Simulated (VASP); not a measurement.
Input:

```yaml
crystal:
  lattice:
    - [0.00000, 1.80378, 1.80378]
    - [1.80378, 0.00000, 1.80378]
    - [1.80378, 1.80378, 0.00000]
  atoms:
    - { symbol: B, position: [0.00000, 0.00000, 0.00000] }
    - { symbol: N, position: [0.25000, 0.25000, 0.25000] }
```

These are PBEsol GGA, VASP's PBE PAW potentials (set 64) (plane waves; VASP) values and carry that method's errors. Settings: 520 eV cut-off, Gaussian smearing of 0.050 eV, potentials B N.

What does the run give for the band gap (along the path) with the smallest direct gap where there is one?

```yaml
band gap (along the path): 4.28 eV
smallest direct gap (along the path): 8.79 eV
```

Only differences to runs with the same potentials and settings are physical.

The structure comes from a measured BN entry (F-43m) of the Crystallography Open Database, whose conditions weren't checked. It was relaxed first.
